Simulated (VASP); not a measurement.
Runs of VASP 6.6.1 on CClH3. The cell holds a molecule in a box, 5 atoms: a = 12.767 Å, b = 13.267 Å, c = 13.767 Å, α = 90.00°, β = 90.00°, γ = 90.00°. 

```csv
level,gap on the mesh (eV),largest force (eV/Å)
RPBE+D3(BJ),6.17,0.05
RPBE,6.17,(c)
optB86b-vdW,(a),(b)
rev-vdW-DF2,6.09,0.06
PBEsol,6.26,0.36
```

Alike in all rows: task single point; potentials or basis VASP PAW PBE potentials, release 64 (C, Cl, H); no spin polarisation; cell as given; k mesh 1 × 1 × 1; cutoff (eV) 400; smearing gaussian 0.01 eV.

Q: Fill in the values left out.

A: (a) 6.07; (b) 0.04; (c) 0.19.

Caveats: the PAW data sets were made with another functional, which shifts forces and pressure a little.

Runs at the PBE level aren't shown here.
